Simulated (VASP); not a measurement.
Crystal: Cd3Os.

```
Cd Os
1.0
     4.30013    0.00000    0.00000
     0.00000    4.30013    0.00000
     0.00000    0.00000    4.30013
Cd Os
3 1
Direct
  0.00000 0.50000 0.50000
  0.50000 0.00000 0.50000
  0.50000 0.50000 0.00000
  0.00000 0.00000 0.00000
```

The cell was built by a generator and needn't be a form met in nature.

The cell isn't the ideal one: species swapped into the HoPt3 type (Pm-3m, No. 221).

```yaml
Program: VASP 6.6.1
Task: relaxation of cell and atoms
Functional: PBE
Potentials_or_basis: VASP PAW PBE potentials, release 64 (Cd, Os)
Cutoff: 600 eV
k_mesh: 4 × 4 × 4
Occupations: gaussian, width 0.1 eV
Spin: no spin polarisation
```

At the start: pressure -6.6 GPa; volume 19.88 Å³/atom.

Task: Where does the relaxation end?

Result: Over 3 steps the energy falls by 31.3 meV/atom and the volume is 18.49 Å³/atom (-7.0 %); space group Pm-3m (No. 221, to 0.05 Å).

Step by step:
| step | energy change (eV) | largest force (eV/Å) | pressure (GPa) | volume (Å³) |
| --- | --- | --- | --- | --- |
| 1 | 0.0000 | 0.0000 | -6.65 | 79.51 |
| 2 | -0.0583 | 0.0000 | 6.38 | 70.40 |
| 3 | -0.1251 | 0.0000 | -0.03 | 73.98 |

Final structure:
```xyz
4
Lattice="4.1979 0.0000 0.0000 0.0000 4.1979 0.0000 0.0000 0.0000 4.1979" Properties=species:S:1:pos:R:3 pbc="T T T"
Cd    0.0000    2.0990    2.0990
Cd    2.0990    0.0000    2.0990
Cd    2.0990    2.0990    0.0000
Os    0.0000    0.0000    0.0000
```

Caveat: the k mesh is coarse (spacing up to 0.37 Å⁻¹), so the values aren't converged.
